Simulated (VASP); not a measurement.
**TiB2 (relaxed from the MoSi2 structure, space group I4/mmm): computed properties**

Calculation: PBEsol GGA, VASP's PBE PAW potentials (set 64) (plane waves; VASP).

- space group: I4/mmm (139)
- cell: a = b = 3.1647 Å, c = 5.9650 Å, α = β = γ = 90.00°
- volume per atom: 9.96 Å³/atom
- band gap (over mesh and band path): none (metal, semimetal or under 0.01 eV)
- band gap with spin-orbit coupling: none (metallic)
- density: 3.86 g/cm³

```yaml
crystal:
  lattice:
    - [-1.58236, 1.58236, 2.98249]
    - [1.58236, -1.58236, 2.98249]
    - [1.58236, 1.58236, -2.98249]
  atoms:
    - { symbol: Ti, position: [0.00000, 0.00000, 0.00000] }
    - { symbol: B, position: [0.36782, 0.36782, 0.00000] }
    - { symbol: B, position: [0.63218, 0.63218, 0.00000] }
```

The structure was generated: TiB2 was put into the MoSi2 type (I4/mmm), which need not be its known phase. It was relaxed first, which changed the volume by +7 %. Symmetry was kept, so distortions that lower it aren't found.
